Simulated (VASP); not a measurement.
An input for Quantum ESPRESSO's pw.x (written as the equivalent of a VASP run, and not itself run):

```
&CONTROL
  calculation = 'vc-relax'
  pseudo_dir = './pseudo'
  outdir = './out'
  tprnfor = .true.
  tstress = .true.
  nstep = 40
  forc_conv_thr = 0.00078
/
&SYSTEM
  ibrav = 0
  nat = 1
  ntyp = 1
  ecutwfc = 74
  occupations = 'smearing'
  smearing = 'methfessel-paxton'
  degauss = 0.00735
  input_dft = 'pbe'
/
&ELECTRONS
  conv_thr = 7.3e-08
  electron_maxstep = 100
/
&IONS
/
&CELL
/
ATOMIC_SPECIES
  K 39.098 K.upf
CELL_PARAMETERS angstrom
    -2.6400000    2.6400000    2.6400000
     2.6400000   -2.6400000    2.6400000
     2.6400000    2.6400000   -2.6400000
ATOMIC_POSITIONS crystal
  K    0.0000000  0.0000000  0.0000000
K_POINTS automatic
  10 10 10 0 0 0
```

### Question
Translate this input to VASP (INCAR, KPOINTS, POSCAR, choice of POTCAR).

### Answer
This is not unique; one that fits is 
INCAR:
```
SYSTEM = K
PREC = Accurate
ENCUT = 500
EDIFF = 1E-6
NELM = 100
ALGO = Normal
LREAL = .FALSE.
LASPH = .TRUE.
ISMEAR = 1
SIGMA = 0.1
GGA = PE
LWAVE = .FALSE.
LCHARG = .FALSE.
IBRION = 2
ISIF = 3
NSW = 40
EDIFFG = -0.02
```

**POSCAR**
```
K
1.0
 -2.6400000000   2.6400000000   2.6400000000
  2.6400000000  -2.6400000000   2.6400000000
  2.6400000000   2.6400000000  -2.6400000000
K
1
direct
  0.0000000000   0.0000000000   0.0000000000
```

KPOINTS:
```
Automatic mesh
0
Gamma
10 10 10
0 0 0
```

POTCAR, in this order: K_sv (PBE.64 set). Program: vasp_std.

What does not carry over: the potentials are each code's own (VASP's PAW set, PseudoDojo norm-conserving files in pw.x), so ENCUT and ecutwfc are chosen apart and not converted; conv_thr bounds pw.x's estimated SCF error, while EDIFF bounds the energy change between steps; forc_conv_thr acts on force components and is met together with etot_conv_thr.

The compound is K in the bcc structure. The cell was not relaxed at this level.
